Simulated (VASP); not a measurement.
A VASP calculation is set up with these files.

File POSCAR:
```
ZrN
1
    3.1050734083     0.0000000000     0.0000000000
   -1.5525367042     2.6890722861    -0.0000000000
    0.0000000000     0.0000000000     2.8924675004
Zr N
1 1
Direct
  0.0000000000   0.0000000000   0.0000000000
  0.6666670000   0.3333330000   0.5000000000
```

**INCAR**
```
# general
SYSTEM   =  ZrN
PREC     =  Accurate
ENCUT    =  520   # plane-wave cut-off (eV)
LREAL    =  .FALSE.
LASPH    =  .TRUE.

# electronic loop
EDIFF    =  1E-7
NELM     =  100
ALGO     =  Normal
LMAXMIX  =  4

# smearing
ISMEAR   =  -5   # tetrahedra, Bloechl

# functional
GGA      =  PS   # PBEsol

# ions
ISIF     =  2   # forces and stress, cell fixed

# output
LWAVE    =  .FALSE.
LCHARG   =  .TRUE.
LORBIT   =  11   # lm-projected
NEDOS    =  601   # DOS grid
```

KPOINTS:
```
Automatic mesh
0
Gamma
15 15 14
0 0 0
```

POTCAR, in this order: Zr_sv N (PBE.64 set). Program: vasp_std.

### Question
Write an equivalent input for Quantum ESPRESSO's pw.x.

### Answer
One equivalent input (not run):
```
&CONTROL
  calculation = 'scf'
  pseudo_dir = './pseudo'
  outdir = './out'
  tprnfor = .true.
  tstress = .true.
/
&SYSTEM
  ibrav = 0
  nat = 2
  ntyp = 2
  ecutwfc = 84
  occupations = 'tetrahedra'
  input_dft = 'pbesol'
/
&ELECTRONS
  conv_thr = 7.3e-09
  electron_maxstep = 100
/
ATOMIC_SPECIES
  Zr 91.224 Zr.upf
  N 14.007 N.upf
CELL_PARAMETERS angstrom
     3.1050734    0.0000000    0.0000000
    -1.5525367    2.6890723   -0.0000000
     0.0000000    0.0000000    2.8924675
ATOMIC_POSITIONS crystal
  Zr   0.0000000  0.0000000  0.0000000
  N    0.6666670  0.3333330  0.5000000
K_POINTS automatic
  15 15 14 0 0 0
```
What does not carry over: the potentials are each code's own (VASP's PAW set, PseudoDojo norm-conserving files in pw.x), so ENCUT and ecutwfc are chosen apart and not converted; conv_thr bounds pw.x's estimated SCF error, while EDIFF bounds the energy change between steps.

The structure was generated: ZrN was put into the WC type (P-6m2), which need not be its known phase. It was relaxed first.
